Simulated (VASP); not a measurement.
A VASP calculation is set up with these files.

POSCAR:
```
Zr
1.0
  1.6473000000  -2.8532070000   0.0000000000
  1.6473000000   2.8532070000   0.0000000000
  0.0000000000   0.0000000000   5.2530000000
Zr
2
Cart
  1.6473000000   0.9510709021   1.3132500000
  1.6473000000  -0.9510709021   3.9397500000
```

### KPOINTS
```
Automatic mesh
0
Gamma
12 12 6
0 0 0
```

INCAR:
```
ALGO = Normal
EDIFF = 1E-6
ENCUT = 400
GGA = PE
ISIF = 2
ISMEAR = 1
LASPH = .TRUE.
LCHARG = .FALSE.
LMAXMIX = 4
LREAL = .FALSE.
LWAVE = .FALSE.
NELM = 100
PREC = Accurate
SIGMA = 0.5
SYSTEM = Zr
```

POTCAR, in this order: Zr_sv (PBE.64 set). Program: vasp_std.

Q: Translate this PBE calculation to Ansatz.

A: One equivalent input (not run):
Ansatz 0.2 input:
```yaml
crystal:
  lattice:
    - [1.6473000, -2.8532070, 0.0000000]
    - [1.6473000, 2.8532070, 0.0000000]
    - [0.0000000, 0.0000000, 5.2530000]
  atoms:
    - { symbol: Zr, position: [0.3333330, 0.6666670, 0.2500000] }
    - { symbol: Zr, position: [0.6666670, 0.3333330, 0.7500000] }
kpoints:
  mp_grid: { grid: [12, 12, 6] }
hamiltonian:
  xc: pbe
  pseudopotentials: { kind: paw }
scf:
  occupations: { method: methfessel_paxton, width: 0.5 }
  max_iter: 100
output: { forces: true, stress: true, eigenvalues: true }
```
The two are equivalent in intent, not identical: each code has its own PAW files, so the cut-off isn't converted (ENCUT is set for VASP's; basis.ecutwfc is left out, and Ansatz then takes the one that its files recommend); Ansatz stops its SCF on the density residual and VASP on the energy change (EDIFF).

The compound is Zr in the hcp structure. The cell was not relaxed at this level. The run is one of a series of settings (SIGMA = 0.5 against the base run), some of them coarse on purpose.
